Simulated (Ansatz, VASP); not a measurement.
# KRb2BiF6: VASP beside Ansatz

One calculation is typed for both programs; each brings its own data sets. How far apart do they land? The cell is taken from a series of runs on this material, whose earlier steps may have relaxed, scaled, displaced or heated it; both programs get it as it stands.

Calculated with Ansatz 0.2.0; plane waves, with VASP 6.6.1 beside it; G0W0 gap at LDA.

### Step 1. Starting point

It takes space group Fm-3m (No. 225, cubic). Conventional cell: a = 9.369 Å, b = 9.369 Å, c = 9.369 Å, α = 90.00°, β = 90.00°, γ = 90.00°. Nearest to K lie 6 F at 2.48 Å. Nearest to Rb lie 12 F at 3.32 Å. Nearest to Bi lie 6 F at 2.20 Å. Nearest to F lie 1 Bi at 2.20 Å and 1 K at 2.48 Å and 4 Rb at 3.32 Å. Farther neighbours and most contacts between anions are not listed.

### Step 2. VASP: G0W0 gap, LDA

Quasiparticle shifts depend on high empty states and on the cores, so they are the hardest test of two PAW sets.

Lines of VASP's logs that name or quote its potential files are left out, and so is its time.

The run reads the wave functions of an earlier VASP run, which isn't shown here.

Contents of INCAR:

```
SYSTEM = KRb2BiF6
PREC = Accurate
ENCUT = 520
ISMEAR = 0
SIGMA = 0.01
LREAL = .FALSE.
GGA = CA
NBANDS = 233
ALGO = EVGW0
NELMGW = 1
ENCUTGW = 141.5
NOMEGA = 64
PRECFOCK = Fast
NBANDSGW = 51
LWAVE = .FALSE.
LCHARG = .FALSE.
```

Contents of POSCAR:

```
KRb2BiF6
1.0
    0.0000000000      4.6845000000      4.6845000000
    4.6845000000      0.0000000000      4.6845000000
    4.6845000000      4.6845000000      0.0000000000
K Rb Bi F
1 2 1 6
Direct
    0.5000000000      0.5000000000      0.5000000000
    0.2500000000      0.2500000000      0.2500000000
    0.7500000000      0.7500000000      0.7500000000
    0.0000000000      0.0000000000      0.0000000000
    0.7650000000      0.2350000000      0.2350000000
    0.2350000000      0.7650000000      0.2350000000
    0.2350000000      0.7650000000      0.7650000000
    0.7650000000      0.2350000000      0.7650000000
    0.2350000000      0.2350000000      0.7650000000
    0.7650000000      0.7650000000      0.2350000000
```

Contents of KPOINTS:

```
Automatic mesh
0
Gamma
2 2 2
0 0 0
```

PAW data sets: K_sv_GW, Rb_sv_GW, Bi_d_GW and F_GW (LDA family, release 64).

On the command line:

```
$ export OMP_NUM_THREADS=3
$ mpirun -np 1 vasp_std
```

Numbers of over 12 decimals in the logs are rounded to 6 here.

The program printed:

```text
[banner, memory and clock lines left out]
running    1 mpi-ranks, on    1 nodes
 distrk:  each k-point on    1 cores,    1 groups
 distr:  one band on    1 cores,    1 groups
 Offloading initialized ...    1 GPUs detected
 POSCAR found type information on POSCAR K RbBiF
 POSCAR found :  4 types and      10 ions
|                                                                             |
|           W    W    AA    RRRRR   N    N  II  N    N   GGGG   !!!           |
|           W    W   A  A   R    R  NN   N  II  NN   N  G    G  !!!           |
|           W    W  A    A  R    R  N N  N  II  N N  N  G       !!!           |
|           W WW W  AAAAAA  RRRRR   N  N N  II  N  N N  G  GGG   !            |
|           WW  WW  A    A  R   R   N   NN  II  N   NN  G    G                |
|           W    W  A    A  R    R  N    N  II  N    N   GGGG   !!!           |
|                                                                             |
|     The default for ENCUTGWSOFT is different in this version of VASP.       |
|     please manually set ENCUTGWSOFT =141.5 in the INCAR file.               |
|                                                                             |

 LDA part: xc-table for (Slater(with rela. corr.)+CA(PZ))
 , standard interpolation
 found WAVECAR, reading the header
 POSCAR, INCAR and KPOINTS ok, starting setup
 FFT: planning ... GRIDC
 FFT: planning ... GRID_SOFT
 FFT: planning ... GRID
 reading WAVECAR
 the WAVECAR file was read successfully
 initial charge from wavefunction
 available memory per node:   1659.96 GB, setting MAXMEM to   1699803

 The Fermi energy was updated, please check that it is located mid-gap
 values below the HOMO (VB) or above the LUMO (CB) will cause erroneous energies
 E-fermi :   2.3343

 calculate exact exchange contribution
 the WAVEDER file was read successfully
energies w=
    0.000    0.000    1.853    0.000    3.702    0.000    5.543    0.000
    7.375    0.000    9.194    0.000   10.997    0.000   12.782    0.000
   14.547    0.000   16.292    0.000   18.015    0.000   19.716    0.000
   21.396    0.000   23.054    0.000   24.692    0.000   26.311    0.000
   27.912    0.000   29.497    0.000   31.069    0.000   32.628    0.000
   34.177    0.000   35.719    0.000   37.257    0.000   38.792    0.000
   40.328    0.000   41.868    0.000   43.415    0.000   44.973    0.000
   46.544    0.000   48.132    0.000   49.742    0.000   51.378    0.000
   53.044    0.000   54.745    0.000   56.487    0.000   58.275    0.000
   60.115    0.000   62.015    0.000   63.983    0.000   66.027    0.000
   68.156    0.000   70.382    0.000   72.717    0.000   75.176    0.000
   77.773    0.000   80.528    0.000   83.463    0.000   86.601    0.000
   89.973    0.000   93.612    0.000   97.561    0.000  101.867    0.000
  106.591    0.000  111.805    0.000  117.597    0.000  124.080    0.000
  131.392    0.000  139.714    0.000  149.277    0.000  160.389    0.000
  173.464    0.000  189.077    0.000  208.043    0.000  231.565    0.000
 responsefunction array rank=     790
 LDA part: xc-table for (Slater(with rela. corr.)+CA(PZ))
 , standard interpolation

 min. memory requirement per mpi rank   1660.0 MB, per node   1660.0 MB

 allocating  64 responsefunctions rank=   790
 shmem allocating  64 responsefunctions rank=   790
 response function shared by NCSHMEM nodes    1
 Doing            64  frequencies on each core in blocks of            64
NQ=   1    0.0000    0.0000    0.0000,
|.........|.........|.........|.........|.........|.........|.........|.........
 performed        202000 updates of chi_q(r,r)
 total number of BLAS operations        906.66 Gflops
NQ=   2    0.5000    0.0000    0.0000,
|.........|.........|.........|.........|.........|.........|.........|.........
 performed        522000 updates of chi_q(r,r)
 total number of BLAS operations       2460.29 Gflops
NQ=   3    0.5000    0.5000    0.0000,
|.........|.........|.........|.........|.........|.........|.........|.........
 performed        819000 updates of chi_q(r,r)
 total number of BLAS operations       3943.56 Gflops
 resolving degeneracies of screened two electron integrals

 calculate QP shifts <psi_nk| G(iteration)W_0 |psi_nk>: iteration 1
 entering main loop
```

From OUTCAR (step 2):

```text
ion  position               nearest neighbor table
   1  0.500  0.500  0.500-   5 2.48   6 2.48   7 2.48   8 2.48   9 2.48  10 2.48
   2  0.250  0.250  0.250-
   3  0.750  0.750  0.750-
   4  0.000  0.000  0.000-   5 2.20   6 2.20   7 2.20   8 2.20   9 2.20  10 2.20
   5  0.765  0.235  0.235-   4 2.20   1 2.48
   6  0.235  0.765  0.235-   4 2.20   1 2.48
   7  0.235  0.765  0.765-   4 2.20   1 2.48
   8  0.765  0.235  0.765-   4 2.20   1 2.48
   9  0.235  0.235  0.765-   4 2.20   1 2.48
  10  0.765  0.765  0.235-   4 2.20   1 2.48

  LATTYP: Found a face centered cubic cell.
 ALAT       =     9.3690000000

 Subroutine GETGRP returns: Found 48 space group operations
 (whereof 48 operations were pure point group operations)

The static configuration has the point symmetry O_h .

 Found      3 irreducible k-points:

   k-points           NKPTS =      3   k-points in BZ     NKDIM =      8   number of bands    NBANDS=    233

   dimension x,y,z NGX =    50 NGY =   50 NGZ =   50
   dimension x,y,z NGXF=   100 NGYF=  100 NGZF=  100

   ENCUT  =  520.0 eV  38.22 Ry    6.18 a.u.  12.32 12.32 12.32*2*pi/ulx,y,z

   NELECT =      86.0000    total number of electrons

  energy-cutoff  :      520.00
  volume of cell :      205.60
      direct lattice vectors                 reciprocal lattice vectors
     0.000000000  4.684500000  4.684500000    -0.106734977  0.106734977  0.106734977
     4.684500000  0.000000000  4.684500000     0.106734977 -0.106734977  0.106734977
     4.684500000  4.684500000  0.000000000     0.106734977  0.106734977 -0.106734977

 k-points in reciprocal lattice and weights: Automatic mesh
   0.00000000  0.00000000  0.00000000       0.125
   0.50000000  0.00000000  0.00000000       0.500
   0.50000000  0.50000000  0.00000000       0.375

 E-fermi :   2.3343

 QP shifts <psi_nk| G(iteration)W_0 |psi_nk>: iteration 1
 for sc-GW calculations column KS-energies equals QP-energies in previous step
 and V_xc(KS)=  KS-energies - (<T + V_ion + V_H > + <T+V_H+V_ion>^1  + <V_x>^1)
 k-point   1 :       0.0000    0.0000    0.0000
  band No.  KS-energies  QP-energies   sigma(KS)   V_xc(KS)     V^pw_x(r,r')   Z            occupation Imag(sigma)
    ...
     40      -2.1995      -4.0128     -24.4248     -22.0943     -29.7701       0.7781       2.0000       0.7694
     41      -2.1995      -4.0128     -24.4248     -22.0943     -29.7701       0.7781       2.0000       0.7694
     42      -2.1995      -4.0128     -24.4248     -22.0943     -29.7701       0.7781       2.0000       0.7694
     43      -0.3437      -1.4859     -21.4955     -20.1026     -24.5335       0.8200       2.0000       0.4394
     44       4.4979       6.3338      -6.9440      -9.0214      -4.4941       0.8838       0.0000      -0.2971
     45       5.3411       7.6563      -9.9640     -12.6318      -7.8300       0.8678       0.0000      -0.2921
     46       5.3411       7.6563      -9.9640     -12.6318      -7.8300       0.8678       0.0000      -0.2921
     47       5.3411       7.6563      -9.9640     -12.6318      -7.8300       0.8678       0.0000      -0.2921
    ...

 k-point   2 :       0.5000    0.0000    0.0000
  band No.  KS-energies  QP-energies   sigma(KS)   V_xc(KS)     V^pw_x(r,r')   Z            occupation Imag(sigma)
    ...
     40      -2.3200      -4.1340     -24.1947     -21.8639     -29.4870       0.7783       2.0000       0.7694
     41      -2.3200      -4.1340     -24.1947     -21.8639     -29.4870       0.7783       2.0000       0.7694
     42      -2.2995      -4.1339     -24.2126     -21.8548     -29.5334       0.7780       2.0000       0.7733
     43       0.1707      -0.9083     -23.0875     -21.7604     -26.3995       0.8130       2.0000       0.4463
     44       4.7061       6.8031      -9.2036     -11.6117      -7.0302       0.8708       0.0000      -0.2873
     45       5.6135       8.0531     -10.8983     -13.7290      -8.8634       0.8618       0.0000      -0.2948
     46       5.6135       8.0531     -10.8983     -13.7290      -8.8634       0.8618       0.0000      -0.2948
     47       6.1054       8.1068      -6.9462      -9.2191      -4.3922       0.8805       0.0000      -0.3326
    ...

 k-point   3 :       0.5000    0.5000    0.0000
  band No.  KS-energies  QP-energies   sigma(KS)   V_xc(KS)     V^pw_x(r,r')   Z            occupation Imag(sigma)
    ...
     40      -2.4939      -4.3601     -23.6902     -21.2964     -28.9184       0.7796       2.0000       0.7761
     41      -2.4939      -4.3601     -23.6902     -21.2964     -28.9184       0.7796       2.0000       0.7761
     42      -2.2080      -4.0201     -24.3926     -22.0628     -29.7295       0.7778       2.0000       0.7690
     43      -0.0751      -1.1619     -22.6047     -21.2706     -25.8514       0.8147       2.0000       0.4514
     44       4.9567       7.0925      -9.8888     -12.3565      -7.8984       0.8655       0.0000      -0.2813
     45       5.8333       8.2928     -11.5503     -14.4205      -9.5702       0.8569       0.0000      -0.3014
     46       5.8333       8.2928     -11.5503     -14.4205      -9.5702       0.8569       0.0000      -0.3014
     47       6.7774       9.0065      -8.1848     -10.7420      -5.8418       0.8717       0.0000      -0.3381
    ...
```

### Step 3. Ansatz: G0W0 gap, LDA

Ansatz runs on its default PAW (the set named soft_2) files.

The same cell, functional (in two slightly different forms) and mesh now go to Ansatz, which takes its cutoff from its data sets.

Contents of input.yaml:

```yaml
crystal:
  lattice:
    - [0.0, 4.6845, 4.6845]
    - [4.6845, 0.0, 4.6845]
    - [4.6845, 4.6845, 0.0]
  atoms:
    - { symbol: K, position: [0.5, 0.5, 0.5] }
    - { symbol: Rb, position: [0.25, 0.25, 0.25] }
    - { symbol: Rb, position: [0.75, 0.75, 0.75] }
    - { symbol: Bi, position: [0.0, 0.0, 0.0] }
    - { symbol: F, position: [0.765, 0.235, 0.235] }
    - { symbol: F, position: [0.235, 0.765, 0.235] }
    - { symbol: F, position: [0.235, 0.765, 0.765] }
    - { symbol: F, position: [0.765, 0.235, 0.765] }
    - { symbol: F, position: [0.235, 0.235, 0.765] }
    - { symbol: F, position: [0.765, 0.765, 0.235] }
kpoints:
  mp_grid: { grid: [2, 2, 2] }
hamiltonian:
  xc: lda
scf:
  occupations: { method: fixed }
gw:
  n_empty_bands: 190
  ecut_chi: 141.5
  qp_bands: [v2, c2]
  qp_kpoints: [[0.5, 0.0, 0.0], [0.0, 0.0, 0.0]]
  screening: { model: contour_deformation }
```

On the command line:

```
$ ansatz run input.yaml --threads 8 --pin off --max-ram 18432MiB --backend cpu --events-out ev --progress --plain --runs-dir out
```

The program printed:

```text
Engine: ansatz 0.2.0, aarch64-unknown-linux-gnu
Pseudopotentials: kind: paw
Pseudopotential: K, paw, valence charge 9, recommended cutoff 420 eV (normal), K.paw.azcp
Pseudopotential: Rb, paw, valence charge 9, recommended cutoff 420 eV (normal), Rb.paw.azcp
Pseudopotential: Bi, paw, valence charge 15, recommended cutoff 420 eV (normal), Bi.paw.azcp
Pseudopotential: F, paw, valence charge 7, recommended cutoff 420 eV (normal), F.paw.azcp
Functional definition: SPW92
  exchange = slater_x
  correlation = pw_c
Crystal: 10 atoms, lattice volume = 205.598 Å³
Basis set: ecut = 420 eV, 4015 PW (Γ)
Bands: 52, of which v1, the nominal top of the filled ones, is band 42 counted from 1 (41 counted from 0)
Symmetry: 48 space group operations
Space group: Fm-3m (ITA 225), of the structure as read, at distance tolerance 5.9e-5 Å
k-points: 3 of 8
Non-local potential: K, projectors of the file, l = 0: 3, l = 1: 2, l = 2: 2
Non-local potential: Rb, projectors of the file, l = 0: 3, l = 1: 2, l = 2: 2
Non-local potential: Bi, projectors of the file, l = 0: 2, l = 1: 2, l = 2: 2, l = 3: 2
Non-local potential: F, projectors of the file, l = 0: 2, l = 1: 2, l = 2: 1
PAW form: soft (Blöchl's): semilocal exchange-correlation on the pseudo side does not see the compensation charge
PAW frozen core: K, regenerated for the run's functional, and the local potential with it (the file was generated under x = pbe(κ = 0.804, μ = 0.219515), c = pbe(β = 0.066725))
PAW frozen core: Rb, regenerated for the run's functional, and the local potential with it (the file was generated under x = pbe(κ = 0.804, μ = 0.219515), c = pbe(β = 0.066725))
PAW frozen core: Bi, regenerated for the run's functional, and the local potential with it (the file was generated under x = pbe(κ = 0.804, μ = 0.219515), c = pbe(β = 0.066725))
PAW frozen core: F, regenerated for the run's functional, and the local potential with it (the file was generated under x = pbe(κ = 0.804, μ = 0.219515), c = pbe(β = 0.066725))
PAW one-centre angular grid: K, 110 points (default); XC on 64 Gauss nodes
PAW one-centre angular grid: Rb, 110 points (default); XC on 64 Gauss nodes
PAW one-centre angular grid: Bi, 590 points (default); XC on 64 Gauss nodes
PAW one-centre angular grid: F, 110 points (default); XC on 64 Gauss nodes
Initial density: superposition of atomic densities (neutral atoms: chi_scale 0, normalization atom), corrected by the library's trained network
Initial wavefunctions: pseudopotential atomic-orbital guess
Functional: x = slater, c = lda
SCF iter   1: F=—  HF=-24695.470419 eV  |F-HF|=—  |Δ(HF+E_count)|=         —  Δρ=1.54e-2  dr2=3.67e-1  ethr=1.77e-3  ⟨swp⟩=4.7  Hψ=511  notcnv=0  defer=21
preconditioner: auto → Resta (q_TF=auto, 2.350 Å⁻¹)  ε∞=2.9  [insulator: Δε(μ)=4.110 eV  Ē_g=16.406 eV  n_scr=58 (ndim 8)  ℏωp=22.9 eV  f_vac=0.138  ε∞_Penn≈2.9]
SCF iter   2: F=—  HF=-24695.380125 eV  |F-HF|=—  |Δ(HF+E_count)|=   9.03e-2  Δρ=5.66e-3  dr2=2.45e-2  ethr=4.37e-4  ⟨swp⟩=2.3  Hψ=301  notcnv=0  defer=20
SCF iter   3: F=—  HF=-24695.373153 eV  |F-HF|=—  |Δ(HF+E_count)|=   6.97e-3  Δρ=1.78e-3  dr2=3.92e-3  ethr=2.92e-5  ⟨swp⟩=2.0  Hψ=257  notcnv=0  defer=20
SCF iter   4: F=—  HF=-24695.372117 eV  |F-HF|=—  |Δ(HF+E_count)|=   1.04e-3  Δρ=2.60e-4  dr2=1.19e-4  ethr=4.67e-6  ⟨swp⟩=2.3  Hψ=249  notcnv=0  defer=19
SCF iter   5: F=—  HF=-24695.372126 eV  |F-HF|=—  |Δ(HF+E_count)|=   8.61e-6  Δρ=3.61e-5  dr2=3.12e-6  ethr=1.42e-7  ⟨swp⟩=2.0  Hψ=270  notcnv=0  defer=15
SCF iter   6: F=—  HF=-24695.372128 eV  |F-HF|=—  |Δ(HF+E_count)|=   2.09e-6  Δρ=6.22e-6  dr2=1.20e-7  ethr=3.71e-9  ⟨swp⟩=3.0  Hψ=283  notcnv=0  defer=13
SCF iter   7: F=-24695.372128 eV  HF=-24695.372128 eV  |F-HF|=6.26e-10  |Δ(HF+E_count)|=   2.46e-8  Δρ=1.69e-6  dr2=9.43e-9  ethr=1.19e-10  ⟨swp⟩=14.0  Hψ=649  notcnv=0
SCF 1 converged in 7 iterations: F = -24695.372128 eV  dr2 = 9.43e-9
  greatest PAW one-centre occupation: 0.994 electrons in one spin orbital (limit 2), on the Bi atom at site 3 (counted from 0), in its partial waves of l = 2
NSCF: frozen V_eff on 3 k-points
G₀W₀ screening: q 1/3
[... further progress lines ...]
NSCF: frozen V_eff on 1 k-points
NSCF: frozen V_eff on 1 k-points
SCF converged after 7 iterations
Free energy (F): -24695.372128 eV
Harris-Foulkes:  -24695.372128 eV  (|F-HF|=6.26e-10)
Internal energy: -24695.372128 eV  (E = F + TS)
E sigma→0 (E₀):  -24695.372128 eV
Fermi energy:    3.270994 eV
--- Per-component energies (eV) ---
  E_band       = -643.468257
  E_kinetic    = 2173.917553
  E_local      = -7625.499297  (includes V_loc(G=0)·N_el)
  E_nonlocal   = 1393.853913
  E_hartree    = 2702.576092
  E_xc         = -1012.697917
  E_vxc        = -1190.531254  (∫ρ·V_xc dr)
  E_paw        = -17266.386751  (= ΣΔE_a)
  E_vpaw       = -800.374793  (= ΣTr[D̂ρ^β])
  E_aug_tail   = 0.011471  (compensation charges beyond the density's cutoff)
  E_ewald      = -5062.621836
  E_core_change = 1.474644  (= ΣΔE_core)
  E_smearing   = -0.000000  (= −TS)
  E_closure    = -0.000000  (closes the sum)
  Σ components = -24695.372128   (vs F -24695.372128, Δ=0.00e0)
--- Band table (eV) ---
  k-point 0: bands = [... 38 lower, 0.9237, 0.9237, 0.9237, 2.7585, 7.6124, 8.4743, 8.4743, 8.4743, ... 6 higher]
  k-point 1: bands = [... 38 lower, 0.8031, 0.8031, 0.8237, 3.2710, 7.8321, 8.7436, 8.7436, 9.2237, ... 6 higher]
  k-point 2: bands = [... 38 lower, 0.6296, 0.6296, 0.9152, 3.0245, 8.0822, 8.9619, 8.9619, 9.8982, ... 6 higher]
--- G₀W₀: contour deformation, 5 samples at zero and on the imaginary axis and 1 off it, 8 q-points, 190 empty bands' worth ---
  eigenvalues of the whole cell's RPA ε∞ on this k-mesh (on a slab, of 1 + 4πα/V) = 2.2198, 2.2198, 2.2198; static W/v taken at q = 0 is 0.450495
  bands read: the sum over 232 bands ends inside a degenerate multiplet in 1 slot, whose members it reads at an even weight; the widest, k=0: bands 232 to 234 (counted from 1) at 1/3 each
    ik  band        ε_KS         Σx   Σc(E_QP)       V_xc       Z   E_QP_lin       E_QP  E_QP is
     0    41      0.9237   -31.0768     6.2575   -23.3920  0.7493    -0.5401    -0.5036  root
     0    42      2.7585   -26.9617     3.5087   -22.5766  0.7978     1.8741     1.8821  root
     0    43      7.6124    -5.7077    -2.9079   -10.2682  0.8708     9.2879     9.2650  root
     0    44      8.4743    -9.6199    -2.7149   -14.4575  0.8516    10.6389    10.5970  root
     1    41      0.8237   -30.8178     6.2422   -23.1301  0.7490    -0.6598    -0.6218  root
     1    42      3.2710   -28.9706     3.7772   -24.3819  0.7940     2.4528     2.4594  root
     1    43      7.8321    -8.6666    -2.6936   -13.2777  0.8568     9.7814     9.7495  root
     1    44      8.7436   -10.8323    -2.6626   -15.7373  0.8450    11.0364    10.9860  root
```

The column dr2 measures how far the density is from self-consistency, as an energy; F and HF (Harris–Foulkes) agree once it is small.

### Step 4. Differences

Known differences besides the potentials themselves: the two LDA forms differ slightly; fixed occupations in Ansatz, narrow Gaussian smearing in VASP; the data sets hold 84 valence electrons in Ansatz (on its default PAW (the set named soft_2) files) and 86 in VASP; the cutoff is 420 eV in Ansatz and 520 eV in VASP; VASP's log shows a relativistic correction to its local exchange, Ansatz's none; Ansatz integrates over frequency by contour deformation, VASP on a grid of NOMEGA points; Ansatz's G0W0 levels solve the quasiparticle equation, VASP's are linearised. Total energies have different zeros and are not compared.

Both answers:

```csv
quantity,Ansatz,VASP,difference
G0W0 gap on the mesh (eV),6.81,7.24,-0.44
Kohn-Sham gap under it (eV),4.34,4.33,+0.01
```

### Step 5. Outcome

| Quantity | Value |
| --- | --- |
| difference in G0W0 gap on the mesh (G0W0 gap, LDA) | -0.44 eV |

What this shows: The difference in G0W0 gap on the mesh is -0.44 eV (G0W0 gap, LDA). The data sets hold unlike numbers of valence electrons (84 in Ansatz and 86 in VASP), so part of the differences comes from the potentials. Part of the difference in the G0W0 gap can come from VASP's linearised levels. Such differences can come from data sets, numerical settings and the points named under the comparisons, not from the functional's error against experiment.

[Lines on the potential files, build, host, timing and source positions are cut from VASP's logs without a mark.]

[Logs are printed without paths, hosts, clocks, repeated set-up lines and the standing remarks that a program may print on its own settings, such as how far it seeks lower states.]

[Hosts, paths, dates, database ids (printed as entryN), source tags and the programs' standing remarks are cut or masked in the printed files.]
